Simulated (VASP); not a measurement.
Output of a VASP run:

### OSZICAR
```
       N       E                     dE             d eps       ncg     rms          rms(c)
DAV:   1     0.576006238620E+02    0.57601E+02   -0.47334E+03   312   0.696E+02
DAV:   2    -0.564870901585E+01   -0.63249E+02   -0.60898E+02   413   0.132E+02
DAV:   3    -0.937654187288E+01   -0.37278E+01   -0.37065E+01   382   0.370E+01
DAV:   4    -0.944390985510E+01   -0.67368E-01   -0.67357E-01   416   0.617E+00
DAV:   5    -0.944439734538E+01   -0.48749E-03   -0.48749E-03   367   0.436E-01    0.115E+01
DAV:   6    -0.942583039934E+01    0.18567E-01   -0.21645E-02   322   0.988E-01    0.732E+00
DAV:   7    -0.942303344699E+01    0.27970E-02   -0.47080E-02   337   0.150E+00    0.299E-01
DAV:   8    -0.942224711723E+01    0.78633E-03   -0.86174E-03   312   0.585E-01    0.164E-01
DAV:   9    -0.942228598756E+01   -0.38870E-04   -0.23153E-04   406   0.116E-01    0.979E-02
DAV:  10    -0.942232510619E+01   -0.39119E-04   -0.53934E-05   322   0.529E-02    0.290E-02
DAV:  11    -0.942232104596E+01    0.40602E-05   -0.16345E-05   337   0.264E-02    0.830E-03
DAV:  12    -0.942232133641E+01   -0.29044E-06   -0.11838E-06   171   0.755E-03
   1 F= -.94223213E+01 E0= -.94223168E+01  d E =-.899189E-05
```

### OUTCAR
```
------------------------ aborting loop because EDIFF is reached ----------------------------------------
  FORCE on cell =-STRESS in cart. coord.  units (eV):
  Direction    XX          YY          ZZ          XY          YZ          ZX
  --------------------------------------------------------------------------------------
  Total        0.2326271      0.2326271     -0.0123006      0.0000000     -0.0000000      0.0000000
  in kB        3.5181713      3.5181704     -0.1860293      0.0000000     -0.0000000      0.0000000
  external PRESSURE =       2.2834375 kB  Pullay stress =       0.0000000 kB
  volume of cell :      105.94
      direct lattice vectors                 reciprocal lattice vectors
     2.257206000 -3.909595000  0.000000000     0.221512791 -0.127890485  0.000000000
     2.257206000  3.909595000  0.000000000     0.221512791  0.127890485  0.000000000
     0.000000000  0.000000000  6.002346000     0.000000000  0.000000000  0.166601525
 POSITION                                       TOTAL-FORCE (eV/Angst)
 -----------------------------------------------------------------------------------
      0.59365      1.02822      4.00157         0.062385      0.108054      0.000000
      3.32712      0.00000      0.00000        -0.124770      0.000000      0.000000
      0.59365     -1.02822      2.00078         0.062385     -0.108054     -0.000000
 -----------------------------------------------------------------------------------
    total drift:                               -0.000170     -0.000393      0.000015
  FREE ENERGIE OF THE ION-ELECTRON SYSTEM (eV)
  ---------------------------------------------------
  free  energy   TOTEN  =        -9.4223213364 eV

  energy  without entropy=       -9.4223123445  energy(sigma->0) =       -9.42231684
```
(Selected blocks of OUTCAR.)

POSCAR:
```
Te
1
    2.2572060000    -3.9095950000     0.0000000000
    2.2572060000     3.9095950000     0.0000000000
    0.0000000000     0.0000000000     6.0023460000
Te
3
Direct
  0.0000000000   0.2630000000   0.6666670000
  0.7370000000   0.7370000000   0.0000000000
  0.2630000000   0.0000000000   0.3333330000
```

### Question
Reconstruct the remaining input files.

### Answer
This is not unique; one that fits is the input of the run itself, PBE GGA, plane waves, VASP's PBE PAW potentials (set 64).

**KPOINTS**
```
kpoints
0
gamma
  5 5 3
0 0 0
```

### INCAR
```
SYSTEM = Te
PREC = Accurate; ENCUT = 300; LREAL = F
LASPH = T
EDIFF = 1E-6; NELM = 100; ALGO = Normal
LMAXMIX = 4
ISMEAR = -1; SIGMA = 0.05
GGA = PE
ISIF = 2
LWAVE = F; LCHARG = F
```

POTCAR, in this order: Te (PBE.64 set). Program: vasp_std.

The structure is a typed Te crystal (P3_121). The cell was not relaxed at this level.
